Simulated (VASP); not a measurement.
CrBr, 2 atoms in the cell. The structure is cubic, space group Fm-3m (No. 225). The conventional cell has a = 5.321 Å, b = 5.321 Å, c = 5.321 Å, α = 90.00°, β = 90.00°, γ = 90.00°. Around Cr (site symmetry m-3m) lie 6 Br at 2.66 Å. Around Br (site symmetry m-3m) lie 6 Cr at 2.66 Å. The cell was built by a generator and needn't be a form met in nature.

- Program: VASP 6.6.1
- Task: single point
- Functional: r2SCAN
- Potentials or basis: VASP PAW PBE potentials, release 64 (Cr_pv, Br)
- Cutoff: 520 eV
- k mesh: 11 × 11 × 11
- Occupations: fermi-dirac, width 0.1 eV
- Spin: no spin polarisation
- Dipole correction: no
- Further INCAR settings: ALGO = Normal; EDIFF = 1e-07; NBANDS = 16

Potentials or basis: VASP PAW PBE potentials, release 64 (Cr_pv, Br).

Command:

```bash
$ cat potpaw_PBE.64/Cr_pv/POTCAR potpaw_PBE.64/Br/POTCAR > POTCAR
$ cp INCAR.step1 INCAR
$ mpirun -np 1 vasp_std > vasp.out
$ cp INCAR.step2 INCAR
$ mpirun -np 1 vasp_std > vasp.out
```

Hardware: 1 thread of Intel(R) Xeon(R) Platinum 8559C (Emerald Rapids), on a shared host.

Question: How long does it take, and how much memory?

Answer: Run time: 90 s on 1 thread of Intel(R) Xeon(R) Platinum 8559C (Emerald Rapids) (shared host), peak memory 0.18 GiB. Counts: scf iterations 16, k points 56.
